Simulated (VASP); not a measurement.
These are r2SCAN+rVV10, VASP's PBE PAW potentials (set 64) (plane waves; VASP) values and carry that method's errors.

Input for VASP

File POSCAR:
```
Mo
1
   -1.5750000000     1.5750000000     1.5750000000
    1.5750000000    -1.5750000000     1.5750000000
    1.5750000000     1.5750000000    -1.5750000000
Mo
1
Direct
  0.0000000000   0.0000000000   0.0000000000
```

**INCAR**
```
! general
SYSTEM  =Mo
PREC    =Accurate
ENCUT   =520
LREAL   =F
LASPH   =T

! electronic loop
EDIFF   =1E-7
NELM    =100
ALGO    =Normal
LMAXMIX =4
LMIXTAU =T

! smearing
ISMEAR  =-5

! functional
METAGGA =R2SCAN
LUSE_VDW=T
BPARAM  =11.95
CPARAM  =0.0093

! ions
ISIF    =2

! output
LWAVE   =F
LCHARG  =F
LORBIT  =11
NEDOS   =601
```

KPOINTS:
```
Regular mesh
0
Gamma
  18 18 18
```

File KPOINTS_OPT:
```
k-points along high-symmetry lines
10
Line-mode
Reciprocal
  0.000000   0.000000   0.000000 ! GAMMA
  0.500000  -0.500000   0.500000 ! H

  0.500000  -0.500000   0.500000 ! H
  0.000000   0.000000   0.500000 ! N

  0.000000   0.000000   0.500000 ! N
  0.000000   0.000000   0.000000 ! GAMMA

  0.000000   0.000000   0.000000 ! GAMMA
  0.250000   0.250000   0.250000 ! P

  0.250000   0.250000   0.250000 ! P
  0.500000  -0.500000   0.500000 ! H

  0.250000   0.250000   0.250000 ! P
  0.000000   0.000000   0.500000 ! N
```

POTCAR, in this order: Mo_sv (PBE.64 set). Program: vasp_std.

**Question.** What will the output report for the number of irreducible k-points (NKPTS), largest plane-wave count, number of space-group operations, FFT grid (NGX, NGY, NGZ)?

**Answer.** 
```
Quantity                                      Result
--------------------------------------  ------------
number of irreducible k-points (NKPTS)           195
largest plane-wave count                         434
number of space-group operations                  48
FFT grid (NGX, NGY, NGZ)                20 × 20 × 20
```

The compound is Mo in the bcc structure. The cell was not relaxed at this level.
